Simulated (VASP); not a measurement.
The input files of a VASP run:

File KPOINTS:
```
Automatic
0
Gamma
  5 5 3
0 0 0
```

**POSCAR**
```
TePb
1
    4.5690430000     0.0000000000     0.0000000000
    0.0000000000     4.5690430000     0.0000000000
    0.0000000000     0.0000000000     8.0452020000
Pb Te
2 2
Direct
  0.0000000000   0.5000000000   0.0000000000
  0.5000000000   0.0000000000   0.5000000000
  0.0000000000   0.0000000000   0.2500000000
  0.0000000000   0.0000000000   0.7500000000
```

**INCAR**
```
SYSTEM = TePb
PREC = Accurate; ENCUT = 400; LREAL = .False.
LASPH = .True.
EDIFF = 1E-6; NELM = 100; ALGO = Normal
LMAXMIX = 4
ISMEAR = 0; SIGMA = 0.05
GGA = PE
ISIF = 2
LWAVE = .False.; LCHARG = .False.
```

POTCAR, in this order: Pb_d Te (PBE.64 set). Program: vasp_std.

Question: Write an equivalent input for Ansatz.

Answer: One equivalent input (not run):
Ansatz 0.2 input:
```yaml
crystal:
  lattice:
    - [4.5690430, 0.0000000, 0.0000000]
    - [0.0000000, 4.5690430, 0.0000000]
    - [0.0000000, 0.0000000, 8.0452020]
  atoms:
    - { symbol: Pb, position: [0.0000000, 0.5000000, 0.0000000] }
    - { symbol: Pb, position: [0.5000000, 0.0000000, 0.5000000] }
    - { symbol: Te, position: [0.0000000, 0.0000000, 0.2500000] }
    - { symbol: Te, position: [0.0000000, 0.0000000, 0.7500000] }
kpoints:
  mp_grid: { grid: [5, 5, 3] }
hamiltonian:
  xc: pbe
  pseudopotentials: { kind: paw }
scf:
  occupations: { method: gaussian, width: 0.05 }
  max_iter: 100
output: { forces: true, stress: true, eigenvalues: true }
```
The two are equivalent in intent, not identical: each code has its own PAW files, so the cut-off isn't converted (ENCUT is set for VASP's; basis.ecutwfc is left out, and Ansatz then takes the one that its files recommend); Ansatz stops its SCF on the density residual and VASP on the energy change (EDIFF).

The structure was generated: TePb was put into the PtS type (P4_2/mmc), which need not be its known phase. The cell was not relaxed at this level.
